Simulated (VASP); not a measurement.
Consider the following.

```xyz
1
Lattice="-2.8250 2.8250 2.8250 2.8250 -2.8250 2.8250 2.8250 2.8250 -2.8250" Properties=species:S:1:pos:R:3 pbc="T T T"
Rb     0.0000     0.0000     0.0000
```

Computed with RPBE GGA, VASP's PBE PAW potentials (set 64) (plane waves; VASP 6.6.1). Numerical set-up: 520 eV cut-off, 8×8×8 Γ-centred mesh, first-order Methfessel-Paxton smearing of 0.10 eV, potentials Rb_sv.

Energy and stress use the plane-wave basis of the starting cell.

Q: The ions, cell shape and volume are relaxed. Predict the relaxed structure.

A: 
```xyz
1
Lattice="-2.9289 2.9289 2.9289 2.9289 -2.9289 2.9289 2.9289 2.9289 -2.9289" Properties=species:S:1:pos:R:3 pbc="T T T"
Rb     2.9289     2.9289     2.9289
```
Space group Im-3m (229), at a tolerance of 0.03 Å.

Q: How do energy and volume change from the first to the last step?

A: The energy (σ→0) changes by -9.9 meV/atom and the volume by +11.4 %, in 4 ionic steps.

The compound is Rb in the bcc structure. This run relaxes it. Symmetry was kept, so distortions that lower it aren't found.
